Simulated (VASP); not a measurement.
Crystal: Si.

```xyz
2
Lattice="0.0000 2.7227 2.7227 2.7227 0.0000 2.7227 2.7227 2.7227 0.0000" Properties=species:S:1:pos:R:3 pbc="T T T"
Si    2.7227    2.7227    2.7227
Si    4.0841    4.0841    4.0841
```

Base run:

| Property | Result |
| --- | --- |
| Program | VASP 6.6.1 |
| Functional | r2SCAN0 |
| Potentials or basis | VASP PAW PBE potentials, release 64 (Si) |
| Cutoff | 520 eV |
| k mesh | 5 × 5 × 5 |
| Occupations | fermi-dirac, width 0.1 eV |
| Spin | no spin polarisation |

Its results: band gap on the k mesh 1.94 eV, indirect (least direct gap 4.08 eV); pressure -1.4 GPa.

**Question.** The run is repeated on the same cell with these changes: functional from r2SCAN0 to r2SCAN; further incar settings from ALGO = Normal; EDIFF = 1e-06; NBANDS = 11 to ALGO = Normal; EDIFF = 1e-07; NBANDS = 11. What comes out?

**Answer.** Band gap on the k mesh 0.79 eV, indirect (least direct gap 2.75 eV); pressure -0.1 GPa.

Caveats: the PAW data sets were made with another functional, which shifts forces and pressure a little; an odd mesh through Γ misses points on the zone boundary, where band edges often lie.

Not every run made on this cell is shown here.
